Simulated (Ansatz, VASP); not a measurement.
**NiSb (Breithauptite) in two plane-wave programs**

Wanted: the spread between two codes on one cell, functional and k mesh. The cell is taken from a series of runs on this material, whose earlier steps may have relaxed, scaled, displaced or heated it; both programs get it as it stands.

Main program and level: Ansatz 0.2.0; plane waves, with VASP 6.6.1 beside it; relaxation of cell and atoms at BLYP with D3(BJ).

**1. The starting structure**

Symmetry: P6_3/mmc, No. 194, hexagonal system. Conventional cell: a = 3.940 Å, b = 3.940 Å, c = 5.140 Å, α = 90.00°, β = 90.00°, γ = 120.00°. Ni has 2 Ni at 2.57 Å and 6 Sb at 2.61 Å nearest. Nearest to Sb lie 6 Ni at 2.61 Å. Farther neighbours are not listed.

**2. Ansatz: relaxation of cell and atoms, BLYP with D3(BJ)**

Ansatz runs on its default PAW (the set named soft_2) files.

The relaxed volume is the usual yardstick between codes: in a stiff, nearly cubic crystal its relative difference is about their pressure difference at one cell divided by the bulk modulus.

Contents of input.yaml:

```yaml
crystal:
  lattice:
    - [3.94, 0.0, 0.0]
    - [-1.97, 3.4121400909, 0.0]
    - [0.0, 0.0, 5.14]
  atoms:
    - { symbol: Ni, position: [0.0, 0.0, 0.0] }
    - { symbol: Ni, position: [0.0, 0.0, 0.5] }
    - { symbol: Sb, position: [0.3333333333, 0.6666666667, 0.25] }
    - { symbol: Sb, position: [0.6666666667, 0.3333333333, 0.75] }
kpoints:
  mp_grid: { grid: [12, 12, 8] }
hamiltonian:
  xc: blyp
  dispersion: d3bj
scf:
  occupations: { method: gaussian, width: 0.1 }
output:
  forces: true
  stress: true
  eigenvalues: true
relax:
  adjacent_minimum: "off"
  f_tol: 0.005
  max_steps: 60
  cell: { stress_tol: 0.03 }
```

Launch:

```bash
$ ansatz run input.yaml --threads 4 --pin off --max-ram 8192MiB --backend cpu --events-out ev --progress --plain --runs-dir out
```

Numbers of over 12 decimals in the logs are rounded to 6 here.

Output:

```text
Engine: ansatz 0.2.0, x86_64-unknown-linux-gnu
Pseudopotentials: kind: paw
Pseudopotential: Ni, paw, valence charge 18, recommended cutoff 420 eV (normal), Ni.paw.azcp
Pseudopotential: Sb, paw, valence charge 15, recommended cutoff 420 eV (normal), Sb.paw.azcp
Functional definition: BLYP
  parameter beta = 0.0042
  parameter a = 0.04918
  parameter b = 0.132
  parameter c = 0.2533
  parameter d = 0.349
  exchange = b88_x(beta = beta)
  correlation = lyp_c(a = a, b = b, c = c, d = d)
Crystal: 4 atoms, lattice volume = 69.101 Å³
Basis set: ecut = 420 eV, 1385 PW (Γ), exchange–correlation on 54×54×72 points (8 copies of the dense FFT grid, shifted against one another)
Bands: 40, of which v1, the nominal top of the filled ones, is band 33 counted from 1 (32 counted from 0)
Symmetry: 24 space group operations
Space group: P63/mmc (ITA 194), of the structure as read, at distance tolerance 4.1e-5 Å
k-points: 95 of 1152
Non-local potential: Ni, projectors of the file, l = 0: 3, l = 1: 2, l = 2: 3, l = 3: 1
Non-local potential: Sb, projectors of the file, l = 0: 2, l = 1: 2, l = 2: 2, l = 3: 2
PAW form: soft (Blöchl's): semilocal exchange-correlation on the pseudo side does not see the compensation charge
PAW frozen core: Ni, regenerated for the run's functional, and the local potential with it (the file was generated under x = pbe(κ = 0.804, μ = 0.219515), c = pbe(β = 0.066725))
PAW frozen core: Sb, regenerated for the run's functional, and the local potential with it (the file was generated under x = pbe(κ = 0.804, μ = 0.219515), c = pbe(β = 0.066725))
PAW one-centre angular grid: Ni, 590 points (default); XC on 64 Gauss nodes
PAW one-centre angular grid: Sb, 590 points (default); XC on 64 Gauss nodes
Initial density: superposition of atomic densities (neutral atoms: chi_scale 0, normalization atom), corrected by the library's trained network
Initial wavefunctions: pseudopotential atomic-orbital guess
Functional: x = b88, c = lyp
SCF iter   1: F=—  HF=-24704.434157 eV  |F-HF|=—  |Δ(HF+E_count)|=         —  Δρ=2.72e-2  dr2=4.08e-1  ethr=1.77e-3  ⟨swp⟩=6.6  Hψ=15016  notcnv=0  defer=4
preconditioner: auto → Kerker (q_TF=auto, 2.707 Å⁻¹)  [metal: Δε(μ)=0.014 eV  Ē_g=18.232 eV  σ=0.100 eV  W_gap=0.08  n_scr=22 (ndim 8)  ℏωp=31.6 eV  f_vac=0.006  D(μ)=1.55/eV (n_scr^D=8)]
SCF iter   2: F=—  HF=-24704.396234 eV  |F-HF|=—  |Δ(HF+E_count)|=   3.79e-2  Δρ=8.77e-3  dr2=6.14e-2  ethr=6.19e-4  ⟨swp⟩=2.0  Hψ=5002  notcnv=0  defer=187
SCF iter   3: F=—  HF=-24704.386884 eV  |F-HF|=—  |Δ(HF+E_count)|=   9.35e-3  Δρ=3.35e-3  dr2=1.15e-2  ethr=9.30e-5  ⟨swp⟩=1.0  Hψ=3604  notcnv=0  defer=187
SCF iter   4: F=—  HF=-24704.385538 eV  |F-HF|=—  |Δ(HF+E_count)|=   1.35e-3  Δρ=1.27e-3  dr2=1.03e-3  ethr=1.74e-5  ⟨swp⟩=2.0  Hψ=3983  notcnv=0  defer=187
SCF iter   5: F=—  HF=-24704.385534 eV  |F-HF|=—  |Δ(HF+E_count)|=   3.87e-6  Δρ=2.94e-4  dr2=9.15e-5  ethr=1.56e-6  ⟨swp⟩=2.0  Hψ=3954  notcnv=0  defer=187
SCF iter   6: F=—  HF=-24704.385556 eV  |F-HF|=—  |Δ(HF+E_count)|=   2.22e-5  Δρ=1.04e-4  dr2=9.04e-6  ethr=1.39e-7  ⟨swp⟩=2.6  Hψ=6330  notcnv=0  defer=187
SCF iter   7: F=—  HF=-24704.385562 eV  |F-HF|=—  |Δ(HF+E_count)|=   6.03e-6  Δρ=4.74e-5  dr2=1.28e-6  ethr=1.37e-8  ⟨swp⟩=2.3  Hψ=5940  notcnv=0  defer=187
SCF iter   8: F=-24704.385563 eV  HF=-24704.385563 eV  |F-HF|=2.31e-8  |Δ(HF+E_count)|=   6.02e-7  Δρ=9.19e-6  dr2=4.55e-8  ethr=1.52e-10  ⟨swp⟩=7.8  Hψ=19740  notcnv=0
SCF 1 converged in 8 iterations: F = -24704.385563 eV  dr2 = 4.55e-8
  greatest PAW one-centre occupation: 1.001 electrons in one spin orbital (limit 2), on the Ni atom at site 0 (counted from 0), in its partial waves of l = 1
relax step   1: F+E_penalty+E_count = -24704.38556259 eV  Δ(F+E_penalty+E_count) = +0.000e0 eV  max|allowed force component| = 3.701e-17 eV/Å  Δτ_max = 0.0000 Å  P = -0.635 GPa  Ω = 69.101 Å³  (8 SCF iters, dr2 threshold 1.00e-7 eV, accepted)
[...]
relax step   2: F+E_penalty+E_count = -24704.38830434 eV  Δ(F+E_penalty+E_count) = -2.742e-3 eV  max|allowed force component| = 7.401e-17 eV/Å  Δτ_max = 0.0000 Å  P = +0.217 GPa  Ω = 68.607 Å³  energy of the carried Pulay correction = +1.894e-4 eV  (6 SCF iters, dr2 threshold 4.00e-7 eV, accepted)
[...]
relax step   3: F+E_penalty+E_count = -24704.38843327 eV  Δ(F+E_penalty+E_count) = -1.289e-4 eV  max|allowed force component| = 3.585e-17 eV/Å  Δτ_max = 0.0000 Å  P = +0.005 GPa  Ω = 68.746 Å³  energy of the carried Pulay correction = +1.325e-4 eV  (6 SCF iters, dr2 threshold 3.65e-7 eV, accepted)
[...]
relax step   4: F+E_penalty+E_count = -24704.38831264 eV  Δ(F+E_penalty+E_count) = +1.206e-4 eV  max|allowed force component| = 2.197e-17 eV/Å  Δτ_max = 0.0000 Å  P = +0.006 GPa  Ω = 68.746 Å³  stress off target by 1.44e-2 GPa  SCF on the basis re-selected at this cell (its energy is not comparable with the rows above)  (5 SCF iters)
basis re-selected at this cell: Δ(F+E_penalty+E_count) = +1.206e-4 eV, ΔP = +0.000 GPa vs the last step (what re-selecting the basis moved, of the pressure what is left beyond the Pulay correction that the steps carried, after the strain that the cell walked since its last selection, with what the two solves' SCF thresholds leave and, on support functions, any second-order correction that the steps lacked; it is no m [...]
SCF converged after 5 iterations
Free energy (F): -24704.388313 eV
Harris-Foulkes:  -24704.388313 eV  (|F-HF|=1.46e-11)
Internal energy: -24704.380505 eV  (E = F + TS)
E sigma→0 (E₀):  -24704.384409 eV
Entropy (-TS):   -0.007808 eV (-1.952 meV/atom)
Fermi energy:    15.708508 eV
--- Per-component energies (eV) ---
  E_band       = -834.555057
  E_kinetic    = 993.737665
  E_local      = -11087.854097  (includes V_loc(G=0)·N_el)
  E_nonlocal   = 1991.828315
  E_hartree    = 4863.505099
  E_xc         = -442.247810
  E_vxc        = -405.213746  (∫ρ·V_xc dr)
  E_paw        = -12480.836638  (= ΣΔE_a)
  E_vpaw       = -2054.063952  (= ΣTr[D̂ρ^β])
  E_aug_tail   = 0.000901  (compensation charges beyond the density's cutoff)
  E_ewald      = -8537.424466
  E_disp       = -4.954515  (pairwise vdW)
  E_core_change = -0.134959  (= ΣΔE_core)
  E_smearing   = -0.007808  (= −TS)
  E_closure    = -0.000000  (closes the sum)
  Σ components = -24704.388313   (vs F -24704.388313, Δ=0.00e0)
--- Forces (eV/Å), atoms counted from 1 ---
  atom   1  Ni     0.00000000     0.00000000    -0.00000000
  atom   2  Ni     0.00000000     0.00000000     0.00000000
  atom   3  Sb     0.00000000     0.00000000     0.00000000
  atom   4  Sb     0.00000000    -0.00000000    -0.00000000
  max |Σ_I F_I| component: 1.85e-17 eV/Å
--- Stress (GPa, compression-positive) ---
        0.001474       0.000000      -0.000000
        0.000000       0.001474      -0.000000
       -0.000000      -0.000000       0.014395
  P = ⅓ Tr σ = 0.0058 GPa (0.058 kbar)
--- Band table (eV; the first three rows and the last of 95) ---
  k-point 0: bands = [... 29 lower, 14.3107, 15.6041, 16.3289, 16.3289, 18.2339, 18.2339, 19.1823, 19.5511, ... 3 higher]
  k-point 1: bands = [... 29 lower, 14.2107, 15.5259, 16.5025, 16.5025, 18.2219, 18.2219, 19.0685, 19.3306, ... 3 higher]
  k-point 2: bands = [... 29 lower, 14.0071, 15.3603, 16.9095, 16.9095, 18.0352, 18.1717, 18.1717, 19.7494, ... 3 higher]
  k-point 94: bands = [... 29 lower, 13.6698, 14.2827, 14.2827, 14.3858, 14.3858, 19.8043, 19.8043, 23.0612, ... 3 higher]
--- Relaxed structure (3 steps of the walk, 3 accepted, 1 SCFs on fresh bases) ---
  F+E_penalty+E_count = -24704.38831264 eV   max|allowed force component| = 2.197e-17 eV/Å   (the final SCF, on the basis selected at the relaxed cell)
  cell:  # Å, volume = 68.7460 Å³
    - [3.918479, 0, 0]
    - [-1.959239, 3.393502, 0]
    - [0, 0, 5.169897]
  atoms:
    - { symbol: Ni, position: [0, 0, 0] }
    - { symbol: Ni, position: [0, 0, 0.500000] }
    - { symbol: Sb, position: [0.333333, 0.666667, 0.250000] }
    - { symbol: Sb, position: [0.666667, 0.333333, 0.750000] }
```

**3. VASP: relaxation of cell and atoms, BLYP with D3(BJ)**

The same cell, functional (in two slightly different forms), mesh and smearing now go to VASP, with its own data sets.

Lines of VASP's logs that name or quote its potential files are left out, and so is its time.

Contents of INCAR:

```
SYSTEM = NiSb
PREC = Accurate
ENCUT = 600
EDIFF = 1E-07
NELM = 120
ISMEAR = 0
SIGMA = 0.1
LREAL = .FALSE.
ALGO = Normal
GGA = B5
ALDAX = 1
AGGAX = 1
AGGAC = 1
ALDAC = 0
IVDW = 12
VDW_S6 = 1
VDW_S8 = 2.6996
VDW_A1 = 0.4298
VDW_A2 = 4.2359
NBANDS = 21
LASPH = .TRUE.
LORBIT = 11
LWAVE = .FALSE.
LCHARG = .FALSE.
ISIF = 3
IBRION = 2
NSW = 80
EDIFFG = -0.005
GGA_COMPAT = .FALSE.
NELMIN = 4
KPAR = 2
```

Contents of POSCAR:

```
NiSb
1.0
    3.9400000000      0.0000000000      0.0000000000
   -1.9700000000      3.4121400000      0.0000000000
    0.0000000000      0.0000000000      5.1400000000
Ni Sb
2 2
Direct
    0.0000000000      0.0000000000      0.0000000000
    0.0000000000      0.0000000000      0.5000000000
    0.3333333333      0.6666666667      0.2500000000
    0.6666666667      0.3333333333      0.7500000000
```

Contents of KPOINTS:

```
Automatic mesh
0
Gamma
12 12 8
0 0 0
```

Potentials, in the order of the species: Ni and Sb (PBE family, release 64).

Launch:

```bash
$ mpirun -np 2 vasp_std
```

Output:

```text
[banner, memory and clock lines left out]
running    2 mpi-ranks, on    1 nodes
 distrk:  each k-point on    1 cores,    2 groups
 distr:  one band on    1 cores,    1 groups

 POSCAR found type information on POSCAR NiSb
 POSCAR found :  2 types and       4 ions
|                                                                             |
|               ----> ADVICE to this user running VASP <----                  |
|                                                                             |
|     You enforced a specific xc type in the INCAR file but a different       |
|     [... a line on the potential file left out ...]
|     I HOPE YOU KNOW WHAT YOU ARE DOING!                                     |
|                                                                             |

 LDA part: xc-table for (Slater(with rela. corr.)+VWN5), standard interpolation
 POSCAR, INCAR and KPOINTS ok, starting setup
 FFT: planning ... GRIDC
 FFT: planning ... GRID_SOFT
 FFT: planning ... GRID
 WAVECAR not read
 entering main loop
       N       E                     dE             d eps       ncg     rms          rms(c)
DAV:   1     0.186020813611E+03    0.18602E+03   -0.13674E+04  3990   0.165E+03
DAV:   2    -0.735443709739E+01   -0.19338E+03   -0.18601E+03  4060   0.319E+02
DAV:   3    -0.174188935739E+02   -0.10064E+02   -0.97574E+01  4687   0.897E+01
DAV:   4    -0.176536335410E+02   -0.23474E+00   -0.23400E+00  4528   0.126E+01
DAV:   5    -0.176615576779E+02   -0.79241E-02   -0.79234E-02  5227   0.246E+00    0.119E+01
DAV:   6    -0.195867833890E+02   -0.19252E+01   -0.21808E+01  4474   0.860E+01    0.146E+01
DAV:   7    -0.165683576935E+02    0.30184E+01   -0.87581E+00  4545   0.614E+01    0.320E+00
DAV:   8    -0.165880752864E+02   -0.19718E-01   -0.79824E-01  5568   0.741E+00    0.222E+00
DAV:   9    -0.165450354555E+02    0.43040E-01   -0.15346E-01  4566   0.698E+00    0.424E-01
DAV:  10    -0.165452845965E+02   -0.24914E-03   -0.58691E-03  4466   0.673E-01    0.312E-01
DAV:  11    -0.165451892756E+02    0.95321E-04   -0.76777E-04  4862   0.209E-01    0.719E-02
DAV:  12    -0.165451800561E+02    0.92195E-05   -0.26147E-04  6044   0.233E-01    0.430E-02
DAV:  13    -0.165451769541E+02    0.31020E-05   -0.25349E-05  4358   0.430E-02    0.144E-02
DAV:  14    -0.165451749681E+02    0.19860E-05   -0.26642E-06  5492   0.126E-02    0.428E-03
DAV:  15    -0.165451745099E+02    0.45820E-06   -0.49659E-07  4558   0.887E-03    0.118E-03
DAV:  16    -0.165451745798E+02   -0.69949E-07   -0.44803E-08  2480   0.284E-03
   1 F= -.21471750E+02 E0= -.21467911E+02  d E =-.214718E+02
[...]
2 F= -.21473621E+02 E0= -.21469894E+02  d E =-.187114E-02
[...]
3 F= -.21473626E+02 E0= -.21469896E+02  d E =-.187597E-02
[...]
4 F= -.21474289E+02 E0= -.21470471E+02  d E =-.662859E-03
 trial-energy change:   -0.000663  1 .order   -0.000669   -0.001243   -0.000094
 step:   1.0766(harm=  1.0737)  dis= 0.00000  next Energy=   -21.474293 (dE=-0.667E-03)
 bond charge predicted
       N       E                     dE             d eps       ncg     rms          rms(c)
DAV:   1    -0.165274720167E+02   -0.11140E-02   -0.87003E-04  4540   0.335E-01    0.591E-02
DAV:   2    -0.165275109456E+02   -0.38929E-04   -0.55466E-04  4515   0.454E-01    0.750E-02
DAV:   3    -0.165274304586E+02    0.80487E-04   -0.24764E-04  4520   0.318E-01    0.171E-02
DAV:   4    -0.165274261253E+02    0.43334E-05   -0.16198E-05  4522   0.413E-02    0.408E-03
DAV:   5    -0.165274258954E+02    0.22986E-06   -0.15303E-06  4820   0.198E-02    0.175E-03
DAV:   6    -0.165274258347E+02    0.60771E-07   -0.19022E-07  2759   0.552E-03
   5 F= -.21474293E+02 E0= -.21470465E+02  d E =-.667009E-03
 curvature:  -0.72 expect dE=-0.124E-05 dE for cont linesearch -0.108E-07
 trial: gam=-0.02042 g(F)=  0.200E-45 g(S)=  0.172E-05 ort = 0.502E-05 (trialstep = 0.101E+01)
 search vector abs. value=  0.221E-05
 reached required accuracy - stopping structural energy minimisation
```

Parts of OUTCAR (step 3):

```text
ion  position               nearest neighbor table
   1  0.000  0.000  0.000-   2 2.57   2 2.57   3 2.61   4 2.61   3 2.61   4 2.61   4 2.61   3 2.61

  LATTYP: Found a hexagonal cell.
 ALAT       =     3.9400000000
 C/A-ratio  =     1.3045685279

 Subroutine GETGRP returns: Found 24 space group operations
 (whereof 12 operations were pure point group operations)

The static configuration has the point symmetry D_3d.
 The point group associated with its full space group is D_6h.

 Found     95 irreducible k-points:

   k-points           NKPTS =     95   k-points in BZ     NKDIM =     95   number of bands    NBANDS=     21

   dimension x,y,z NGX =    32 NGY =   32 NGZ =   42
   dimension x,y,z NGXF=    64 NGYF=   64 NGZF=   84

   ENCUT  =  600.0 eV  44.10 Ry    6.64 a.u.   7.87  7.87 10.27*2*pi/ulx,y,z

   NELECT =      30.0000    total number of electrons

 k-points in reciprocal lattice and weights: Automatic mesh
   0.00000000  0.00000000  0.00000000       0.001
   0.08333333 -0.00000000  0.00000000       0.005
   0.16666667 -0.00000000  0.00000000       0.005
   0.25000000 -0.00000000  0.00000000       0.005
   0.33333333 -0.00000000  0.00000000       0.005
   0.41666667 -0.00000000  0.00000000       0.005
   0.50000000 -0.00000000  0.00000000       0.003
   0.08333333  0.08333333  0.00000000       0.005
   0.16666667  0.08333333  0.00000000       0.010
[...]
0.33333333  0.25000000  0.50000000       0.010
   0.33333333  0.33333333  0.50000000       0.002

 Edisp (eV)   -4.94793

 average (electrostatic) potential at core
       1 -81.0773       2 -81.0773       3 -82.8468       4 -82.8468

 E-fermi :  10.4954

 k-point     1 :       0.0000    0.0000    0.0000
  band No.  band energies     occupation
    ...
      9       8.3421      2.00000
     10       8.3421      2.00000
     11       9.0804      2.00000
     12       9.0804      2.00000
     13      10.3699      1.92403
     14      11.1373      0.00000
     15      11.1373      0.00000
     16      13.0127      0.00000
     17      13.0127      0.00000
     18      13.9820      0.00000
    ...

 k-point     2 :       0.0833   -0.0000    0.0000
  band No.  band energies     occupation
    ...
     10       8.3581      2.00000
     11       9.0743      2.00000
     12       9.0808      2.00000
     13      10.3449      1.96668
     14      10.4613      1.37085
     15      10.8222      0.00000
     16      12.5839      0.00000
     17      13.2825      0.00000
     18      14.2423      0.00000
     19      14.7966      0.00000
    ...

 k-point     3 :       0.1667   -0.0000    0.0000
  band No.  band energies     occupation
    ...
     11       9.0592      2.00000
     12       9.0822      2.00000
     13       9.4151      2.00000
     14      10.2032      1.99996
     15      10.2620      1.99904
     16      11.9830      0.00000
     17      13.7380      0.00000
     18      13.8029      0.00000
     19      15.3722      0.00000
     20      16.3721      0.00000
    ...

 Edisp (eV)   -4.94687

  Total       0.00806     0.00806     0.00354     0.00000     0.00000     0.00000
  in kB       0.18747     0.18747     0.08245     0.00000     0.00000     0.00000
  external pressure =        0.15 kB  Pullay stress =        0.00 kB

  energy-cutoff  :      600.00
  volume of cell :       68.85
      direct lattice vectors                 reciprocal lattice vectors
     3.919715185 -0.000000000  0.000000000     0.255120577  0.147293938 -0.000000000
    -1.959857593  3.394572837  0.000000000     0.000000000  0.294587875 -0.000000000
     0.000000000  0.000000000  5.174781719    -0.000000000 -0.000000000  0.193244866

 POSITION                                       TOTAL-FORCE (eV/Angst)
 -----------------------------------------------------------------------------------
      0.00000     -0.00000      0.00000        -0.000000      0.000000      0.000000
      0.00000      0.00000      2.58739        -0.000000      0.000000      0.000000
     -0.00000      2.26305      1.29370         0.000000     -0.000000      0.000000
      1.95986      1.13152      3.88109        -0.000000      0.000000     -0.000000
 -----------------------------------------------------------------------------------
    total drift:                                0.000000     -0.000000      0.000000

  FREE ENERGIE OF THE ION-ELECTRON SYSTEM (eV)
  ---------------------------------------------------
  free  energy   TOTEN  =       -21.4742932373 eV

  energy  without entropy=      -21.4666376729  energy(sigma->0) =      -21.47046546

 reached required accuracy - stopping structural energy minimisation

 total charge
# of ion       s       p       d       tot
------------------------------------------
    1        0.451   0.474   8.512   9.438
    2        0.451   0.474   8.512   9.438
    3        1.160   1.250   0.071   2.481
    4        1.160   1.250   0.071   2.481
--------------------------------------------------
tot          3.221   3.448  17.168  23.837

[... 3 further parts left out ...]
```

The run keeps the 24 symmetry operations of its start, so it cannot find a distortion of lower symmetry.

**4. Differences**

Known differences besides the potentials themselves: the data sets hold 66 valence electrons in Ansatz (on its default PAW (the set named soft_2) files) and 30 in VASP; the cutoff is 420 eV in Ansatz and 600 eV in VASP; Ansatz makes its cores anew for this functional, VASP keeps those of its PBE data sets; VASP's log shows a relativistic correction to its local exchange, Ansatz's none; Ansatz adds a Pulay correction to the stress that steers its cell, VASP none. Total energies have different zeros and are not compared.

Compared:

```csv
quantity,Ansatz,VASP,difference
volume (Å³),68.75,68.85,-0.16 %
"edge a after relaxation, in the typed setting (Å)",3.918,3.920,-0.03 %
"edge c after relaxation, in the typed setting (Å)",5.170,5.175,-0.09 %
```

**5. Results**

```
difference in volume (relaxation of cell and atoms, BLYP with D3(BJ)) : -0.16 %
```

The difference in volume is -0.16 % (relaxation of cell and atoms, BLYP with D3(BJ)), within the 1.2 % picked in this series as the mark of a large difference, as far as the stopping tolerances let one tell. The data sets hold unlike numbers of valence electrons (66 in Ansatz and 30 in VASP), so part of the differences comes from the potentials. 3 further runs of this series are not shown here. How closely two codes agree says nothing of how well the functional describes the real material.

[Lines on the potential files, build, host, timing and source positions are cut from VASP's logs without a mark.]

[Logs are printed without paths, hosts, clocks, repeated set-up lines and the standing remarks that a program may print on its own settings, such as how far it seeks lower states.]

[Hosts, paths, dates, database ids (printed as entryN), source tags and the programs' standing remarks are cut or masked in the printed files.]
